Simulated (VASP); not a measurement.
# Si2Sb2Te (Cmc2_1) in VASP: single point with PBEsol

Aim: the single point of Si2Sb2Te with PBEsol.

Everything below comes from runs of VASP 6.6.1. Logs are shortened: lines on timing, memory, paths and dates and some standing lists are left out, and cuts for length are marked.

### 1 The structure

Symmetry: Cmc2_1, No. 36, orthorhombic system. The conventional cell has a = 12.306 Å, b = 7.231 Å, c = 6.866 Å, α = 90.00°, β = 90.00°, γ = 90.00°. Si (site symmetry 1) is surrounded by 1 Te at 2.58 Å and 3 Sb at 2.63 to 2.66 Å. Around Sb (site symmetry 1) lie 3 Si at 2.63 to 2.66 Å. Te (site symmetry m) is surrounded by 2 Si at 2.58 Å.

The cell was built by a generator and needn't be a form met in nature.

### 2 Single point, PBEsol

Input file INCAR:

```
SYSTEM = Si2Sb2Te
ALGO     = Fast           ! electronic algorithm
EDIFF    = 1E-7           ! SCF threshold, eV
ENCUT    = 520            ! plane-wave cutoff, eV
GGA      = PS             ! functional
ISIF     = 2              ! what is computed and relaxed
ISMEAR   = 0              ! smearing method
KPAR     = 4            
LASPH    = .True.         ! aspherical terms in the spheres
LCHARG   = .False.        ! write CHGCAR
LREAL    = .False.        ! projectors in reciprocal space
LWAVE    = .False.        ! write WAVECAR
NBANDS   = 35             ! bands
NELM     = 60             ! most SCF steps
PREC     = Accurate       ! precision mode
SIGMA    = 0.1            ! smearing width, eV
```

Input file KPOINTS:

```
k-points
0
Gamma
  6 6 4
  0 0 0
```

Input file POSCAR:

```
Si2Sb2Te
1.0
    6.1531500000     -3.6153500000      0.0000000000
    6.1531500000      3.6153500000      0.0000000000
    0.0000000000      0.0000000000      6.8662800000
Si Sb Te
4 4 2
Direct
    0.6815150000      0.9803850000      0.2126040000
    0.0196150000      0.3184850000      0.2126040000
    0.9803850000      0.6815150000      0.7126040000
    0.3184850000      0.0196150000      0.7126040000
    0.0472840000      0.6559830000      0.3301100000
    0.3440170000      0.9527160000      0.3301100000
    0.9527160000      0.3440170000      0.8301100000
    0.6559830000      0.0472840000      0.8301100000
    0.6876430000      0.3123570000      0.3527890000
    0.3123570000      0.6876430000      0.8527890000
```

Potentials or basis: VASP PAW PBE potentials, release 64 (Si, Sb, Te).

The run is started by

```
$ cat potpaw_PBE.64/Si/POTCAR potpaw_PBE.64/Sb/POTCAR potpaw_PBE.64/Te/POTCAR > POTCAR
$ mpirun -np 4 vasp_std > vasp.out
```

OUTCAR:

```text
SYSTEM = Si2Sb2Te
   EDIFF = 1E-7
   ENCUT = 520
   GGA = PS
   ISIF = 2
   ISMEAR = 0
   LASPH = .True.
   LREAL = .False.
   NELM = 60
   PREC = Accurate

 ion  position               nearest neighbor table
   1  0.682  0.980  0.213-   9 2.58   5 2.63   6 2.64   8 2.66
   2  0.020  0.318  0.213-   9 2.58   6 2.63   5 2.64   7 2.66
   3  0.980  0.682  0.713-  10 2.58   8 2.63   7 2.64   5 2.66
   4  0.318  0.020  0.713-  10 2.58   7 2.63   8 2.64   6 2.66
   5  0.047  0.656  0.330-   1 2.63   2 2.64   3 2.66   6 3.65
   6  0.344  0.953  0.330-   2 2.63   1 2.64   4 2.66   5 3.65
   7  0.953  0.344  0.830-   4 2.63   3 2.64   2 2.66   8 3.65
   8  0.656  0.047  0.830-   3 2.63   4 2.64   1 2.66   7 3.65
   9  0.688  0.312  0.353-   1 2.58   2 2.58
  10  0.312  0.688  0.853-   3 2.58   4 2.58

  LATTYP: Found a base centered orthorhombic cell.
 ALAT       =     7.2307000000
 B/A-ratio  =     1.7019514017
 C/A-ratio  =     0.9496010068

  Lattice vectors:

 A1 = (  -6.1531500000,  -3.6153500000,   0.0000000000)
 A2 = (   6.1531500000,  -3.6153500000,   0.0000000000)
 A3 = (   0.0000000000,   0.0000000000,   6.8662800000)

Analysis of symmetry for initial positions (statically):
=====================================================================
 Subroutine PRICEL returns:
 Original cell was already a primitive cell.

 Routine SETGRP: Setting up the symmetry group for a
 base centered orthorhombic supercell.

 Subroutine GETGRP returns: Found  4 space group operations
 (whereof  2 operations were pure point group operations)
 out of a pool of  8 trial point group operations.

The static configuration has the point symmetry C_1h.
 The point group associated with its full space group is C_2v.

Analysis of symmetry for dynamics (positions and initial velocities):
=====================================================================
 Subroutine PRICEL returns:
 Original cell was already a primitive cell.

 Routine SETGRP: Setting up the symmetry group for a
 base centered orthorhombic supercell.

 Subroutine GETGRP returns: Found  4 space group operations
 (whereof  2 operations were pure point group operations)
 out of a pool of  8 trial point group operations.

The dynamic configuration has the point symmetry C_1h.
 The point group associated with its full space group is C_2v.

 Subroutine INISYM returns: Found  4 space group operations
 (whereof  2 operations are pure point group operations),
 and found     1 'primitive' translations

----------------------------------------------------------------------------------------

                                     Primitive cell

  volume of cell :     305.4917

  direct lattice vectors                    reciprocal lattice vectors
     6.153150000 -3.615350000  0.000000000     0.081259192 -0.138299196  0.000000000
     6.153150000  3.615350000  0.000000000     0.081259192  0.138299196  0.000000000
     0.000000000  0.000000000  6.866280000     0.000000000  0.000000000  0.145639269

  length of vectors
     7.136666627  7.136666627  6.866280000     0.160404876  0.160404876  0.145639269

  position of ions in fractional coordinates (direct lattice)
     0.681515000  0.980385000  0.212604000
     0.019615000  0.318485000  0.212604000
     0.980385000  0.681515000  0.712604000
     0.318485000  0.019615000  0.712604000
     0.047284000  0.655983000  0.330110000
     0.344017000  0.952716000  0.330110000
     0.952716000  0.344017000  0.830110000
     0.655983000  0.047284000  0.830110000
     0.687643000  0.312357000  0.352789000
     0.312357000  0.687643000  0.852789000

  ion indices of the primitive-cell ions
   primitive index   ion index
                 1           1
                 2           2
                 3           3
                 4           4
                 5           5
                 6           6
                 7           7
                 8           8
                 9           9
                10          10

----------------------------------------------------------------------------------------

 KPOINTS: k-points

Automatic generation of k-mesh.
 Grid dimensions read from file:
 generate k-points for:    6    6    4

 Generating k-lattice:

  Cartesian coordinates                     Fractional coordinates (reciprocal lattice)
     0.013543199 -0.023049866  0.000000000     0.166666667  0.000000000  0.000000000
     0.013543199  0.023049866  0.000000000     0.000000000  0.166666667  0.000000000
     0.000000000  0.000000000  0.036409817     0.000000000  0.000000000  0.250000000

  Length of vectors
     0.026734146  0.026734146  0.036409817

  Shift w.r.t. Gamma in fractional coordinates (k-lattice)
     0.000000000  0.000000000  0.000000000

 Subroutine IBZKPT returns following result:
 ===========================================

 Found     39 irreducible k-points:

 Following reciprocal coordinates:
            Coordinates               Weight
  0.000000  0.000000  0.000000      1.000000
  0.166667  0.000000  0.000000      4.000000
  0.333333 -0.000000  0.000000      4.000000
  0.500000  0.000000  0.000000      2.000000
  0.166667  0.166667  0.000000      2.000000
  0.333333  0.166667  0.000000      4.000000
[... 16 lines left out ...]
  0.333333  0.333333  0.250000      4.000000
  0.500000  0.333333  0.250000      8.000000
 [... further k-points ...]
   k-points           NKPTS =     39   k-points in BZ     NKDIM =     39   number of bands    NBANDS=     35
   number of dos      NEDOS =    301   number of ions     NIONS =     10
   total plane-waves  NPLWV = 157464
   dimension x,y,z NGX =    54 NGY =   54 NGZ =   54
   dimension x,y,z NGXF=   108 NGYF=  108 NGZF=  108
   ions per type =               4   4   2
   NGX,Y,Z   is equivalent  to a cutoff of  12.58, 12.58, 13.07 a.u.
   NGXF,Y,Z  is equivalent  to a cutoff of  25.16, 25.16, 26.15 a.u.
 SYSTEM =  Si2Sb2Te
   PREC   = accura    normal or accurate (medium, high low for compatibility)
   ISTART =      0    job   : 0-new  1-cont  2-samecut
   ICHARG =      2    charge: 1-file 2-atom 10-const
   ISPIN  =      1    spin polarized calculation?
   LNONCOLLINEAR =      F non collinear calculations
   LSORBIT =      F    spin-orbit coupling
   LASPH  =      T    aspherical Exc in radial PAW
   ENCUT  =  520.0 eV  38.22 Ry    6.18 a.u.  13.27 13.27 12.77*2*pi/ulx,y,z
   NELM   =     60;   NELMIN=  2; NELMDL= -5     # of ELM steps
   EDIFF  = 0.1E-06   stopping-criterion for ELM
   LREAL  =      F    real-space projection
   EDIFFG = 0.1E-05   stopping-criterion for IOM
   NSW    =      0    number of steps for IOM
   IBRION =     -1    ionic relax: 0-MD 1-quasi-New 2-CG
   NFREE  =      0    steps in history (QN), initial steepest desc. (CG)
   ISIF   =      2    stress and relaxation
   ISYM   =      2    0-nonsym 1-usesym 2-fastsym
   POTIM  = 0.5000    time-step for ionic-motion
   TEBEG  =    0.0;   TEEND  =   0.0 temperature during run
   PSTRESS=    0.0 pullay stress
   NELECT =      48.0000    total number of electrons
   NUPDOWN=      -1.0000    fix difference up-down
   EMIN   =  10.00;   EMAX   =-10.00  energy-range for DOS
   EFERMI =   0.00;   METHOD = LEGACY
   ISMEAR =     0;   SIGMA  =   0.10  broadening in eV -4-tet -1-fermi 0-gaus
   EFERMI_NEDOS =   21; number of points for ismear=-14 and -15
   IALGO  =     68    algorithm
   IMIX   =      4    mixing-type and parameters
     AMIX     =   0.40;   BMIX     =  1.00
     AMIX_MAG =   1.60;   BMIX_MAG =  1.00
  volume/ion in A,a.u.               =      30.55       206.16
  Fermi-wavevector in a.u.,A,eV,Ry     =   0.883396  1.669376 10.617832  0.780389
  Thomas-Fermi vector in A             =   2.004156
   LORBIT       =      0    0 simple, 1 ext, 2 COOP (PROOUT), +10 PAW based schemes
   GGA     = PS    functional components
   LHFCALC =     F    Hartree Fock is set to
   AEXX    =    0.0000 exact exchange contribution
   IVDW    =     0    specifies the selected vdW correction
   LEPSILON=     F    determine dielectric tensor
   LRPA    =     F    only Hartree local field effects (RPA)
 non-spin polarized calculation
 RMM-DIIS sequential band-by-band and
 Gauss-broadening in eV      SIGMA  =   0.10
  energy-cutoff  :      520.00
  volume of cell :      305.49
 maximum number of plane-waves:      8267
 NGX is ok and might be reduce to    54
   NGX = 27   NGY = 27   NGZ = 25

 number of electron      48.0000001 magnetization

 Free energy of the ion-electron system (eV)
  ---------------------------------------------------
  ext. energy  EPLUGINS =         0.00000000
  ---------------------------------------------------
  free energy    TOTEN  =       -46.58455040 eV

  energy without entropy =      -46.58290298  energy(sigma->0) =      -46.58372669

 E-fermi :   5.2644     XC(G=0):  -8.9167

 val. band max:        5.1005891541   @ k =   0.0000   0.0000   0.2500
 cond. band min:       5.3198148023   @ k =  -0.3333   0.3333   0.2500
 fundamental gap:      0.2192256482
 Fermi energy:         5.2643941682

 k-point     1 :       0.0000    0.0000    0.0000
  band No.  band energies     occupation
      1      -7.3138      2.00000
      2      -6.4560      2.00000
      3      -5.1840      2.00000
      4      -4.6480      2.00000
      5      -4.6389      2.00000
      6      -4.6047      2.00000
[... 27 lines left out ...]
     34       8.6765      0.00000
     35       8.8120      0.00000

 k-point     2 :       0.1667    0.0000    0.0000
  band No.  band energies     occupation
      1      -7.2468      2.00000
      2      -6.4703      2.00000
      3      -5.2790      2.00000
      4      -5.0152      2.00000
      5      -4.6095      2.00000
      6      -4.2609      2.00000
[... 27 lines left out ...]
     34       8.5192      0.00000
     35       9.1290      0.00000
[... 796 lines left out ...]
     34       8.2175      0.00000
     35       8.4397      0.00000

 k-point    24 :       0.5000    0.3333    0.2500
  band No.  band energies     occupation
      1      -6.7612      2.00000
      2      -6.5277      2.00000
      3      -5.9987      2.00000
      4      -5.0114      2.00000
      5      -4.7938      2.00000
      6      -4.5438      2.00000
[... 27 lines left out ...]
     34       8.3332      0.00000
     35       8.6995      0.00000

 [... further k-points ...]
[... 5 lines left out ...]
  --------------------------------------------------------------------------------------
  -------------------------------------------------------------------------------------
  Total       -3.7083189     -3.4733907     -3.6270556      0.0000000      0.0000000      0.0000000
  in kB      -19.4485982    -18.2164967    -19.0224059      0.0000000      0.0000000      0.0000000
  external PRESSURE =     -18.8958336 kB  Pullay stress =       0.0000000 kB

 VOLUME and BASIS-vectors are now :
 -----------------------------------------------------------------------------
  energy-cutoff  :      520.00
  volume of cell :      305.49
      direct lattice vectors                 reciprocal lattice vectors
     6.153150000 -3.615350000  0.000000000     0.081259192 -0.138299196  0.000000000
     6.153150000  3.615350000  0.000000000     0.081259192  0.138299196  0.000000000
     0.000000000  0.000000000  6.866280000     0.000000000  0.000000000  0.145639269

 POSITION                                       TOTAL-FORCE (eV/Angst)
 -----------------------------------------------------------------------------------
     10.22592      1.08052      1.45980         0.019015     -0.005382      0.001139
      2.08038      1.08052      1.45980        -0.019015     -0.005382      0.001139
     10.22592     -1.08052      4.89294         0.019015      0.005382      0.001139
      2.08038     -1.08052      4.89294        -0.019015      0.005382      0.001139
      4.32731      2.20066      2.26663        -0.024406      0.041001      0.011697
      7.97899      2.20066      2.26663         0.024406      0.041001      0.011697
      7.97899     -2.20066      5.69977         0.024406     -0.041001      0.011697
      4.32731     -2.20066      5.69977        -0.024406     -0.041001      0.011697
      6.15315     -1.35679      2.42235         0.000000     -0.067951     -0.025673
      6.15315      1.35679      5.85549         0.000000      0.067951     -0.025673
 -----------------------------------------------------------------------------------
    total drift:                               -0.000000     -0.000000      0.000167

  FREE ENERGIE OF THE ION-ELECTRON SYSTEM (eV)
  ---------------------------------------------------
  free  energy   TOTEN  =       -46.5845503990 eV

  energy  without entropy=      -46.5829029775  energy(sigma->0) =      -46.58372669
```

It took 3.8 min on 4 MPI ranks of Intel Xeon Platinum 8259CL at 2.50GHz (Skylake/Cascade Lake), shared host; peak memory 0.65 GiB.

Results:

| Property | Result |
| --- | --- |
| Free energy | -46.5846 eV |
| Pressure | -1.9 GPa |
| Largest force | 0.073 eV/Å |
| Band gap on the k mesh | none (metal or under the smearing width) |

Forces in eV/Å, atoms in the order of the input:
```
Si   0.019 -0.005  0.001
Si  -0.019 -0.005  0.001
Si   0.019  0.005  0.001
Si  -0.019  0.005  0.001
Sb  -0.024  0.041  0.012
Sb   0.024  0.041  0.012
Sb   0.024 -0.041  0.012
Sb  -0.024 -0.041  0.012
Te   0.000 -0.068 -0.026
Te   0.000  0.068 -0.026
```

Stress tensor (GPa, compression positive):
```
-1.94  0.00  0.00
 0.00 -1.82  0.00
 0.00  0.00 -1.90
```

Levels at points of the mesh, in eV from the Fermi level:
```
           k point  band 21  band 22  band 23  band 24  band 25  band 26  band 27  band 28
(0.00, 0.00, 0.00)    -0.98    -0.43    -0.33     0.10     0.58     0.86     1.04     1.07
(0.50, 0.00, 0.00)    -1.55    -1.28    -1.07    -0.71     0.54     1.08     1.41     1.64
(0.50, 0.50, 0.00)    -2.00    -0.99    -0.97    -0.92     0.11     1.15     1.37     1.89
(0.00, 0.00, 0.50)    -0.69    -0.69    -0.66    -0.66     0.64     0.64     0.69     0.69
(0.50, 0.00, 0.50)    -1.69    -1.69    -1.42    -1.42     0.36     0.36     1.45     1.45
(0.50, 0.50, 0.50)    -1.79    -1.79    -1.43    -1.43     0.56     0.56     1.49     1.49
```

Caveat: the PAW data sets were made with another functional, which shifts forces and pressure a little. The run has no spin-orbit coupling, so splittings on Sb, Te are missing.
